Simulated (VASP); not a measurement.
Data:

```yaml
crystal:
  lattice:
    - [3.18767, 0.00000, 0.00000]
    - [-1.59384, 2.76061, 0.00000]
    - [0.00000, 0.00000, 24.95356]
  atoms:
    - { symbol: W, position: [0.33333, 0.66667, 0.63920] }
    - { symbol: W, position: [0.66667, 0.33333, 0.36080] }
    - { symbol: S, position: [0.33333, 0.66667, 0.29787] }
    - { symbol: S, position: [0.66667, 0.33333, 0.70213] }
    - { symbol: S, position: [0.66667, 0.33333, 0.57623] }
    - { symbol: S, position: [0.33333, 0.66667, 0.42377] }
```

Level of theory: HSE06 screened hybrid, VASP's PBE PAW potentials (set 64) (plane waves; VASP). Numerical set-up: 400 eV cut-off, 6×6×1 Γ-centred mesh, Gaussian smearing of 0.050 eV, potentials W_sv S.

The cell holds a wide vacuum, so values per volume refer to the whole cell. Unless said otherwise, spin-orbit coupling is left out, though it shifts the bands of the heavy elements here.

**Question.** Estimate the energy per atom (σ→0), largest force, band gap (over the mesh, the named points and PBE's band edges) with the smallest direct gap where there is one.

**Answer.** 
* **band gap (over the mesh, the named points and PBE's band edges)**: 2.18 eV
* **smallest direct gap (over the mesh, the named points and PBE's band edges)**: 2.29 eV
* **energy per atom (σ→0)**: -9.391 eV/atom
* **largest force**: 0.02154 Ry/bohr

The cell is a sheet with vacuum, built from a database entry that may be metastable or hypothetical.
